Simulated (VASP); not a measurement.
A convergence study with VASP on CsI (CsCl type): one setting is varied, all else stays as given below, so the limit is that of these other settings.

```yaml
crystal:
  lattice:
    - [4.57000, 0.00000, 0.00000]
    - [0.00000, 4.57000, 0.00000]
    - [0.00000, 0.00000, 4.57000]
  atoms:
    - { symbol: Cs, position: [0.00000, 0.00000, 0.00000] }
    - { symbol: I, position: [0.50000, 0.50000, 0.50000] }
```

The numbers are results of PBE GGA, VASP's PBE PAW potentials (set 64) (plane waves; VASP 6.6.1), not measurements. The tightest run used: 550 eV cut-off, 15×15×15 Γ-centred mesh, Gaussian smearing of 0.050 eV, potentials Cs_sv I.

| setting | E (eV/atom) | pressure (GPa) | irreducible k-points |
|---|---|---|---|
| 1×1×1 mesh | -0.6847 | 14.17 | 1 |
| 2×2×2 mesh | -2.6061 | 1.66 | 4 |
| 4×4×4 mesh | -2.7128 | 0.78 | 10 |

Question: These are the cheaper rows. Estimate the results at 15×15×15 mesh, and how far the last row shown lies from them.

Answer: 
```tsv
quantity	tightest run	last row shown is off by
E (eV/atom)	-2.7142	0.0013
pressure (GPa)	0.76	0.02
```

Left out are rungs that failed or repeat a setting and relaxations that didn't move; long series are thinned to 24 rows.

The compound is CsI in the CsCl type structure. The cell was not relaxed at this level.
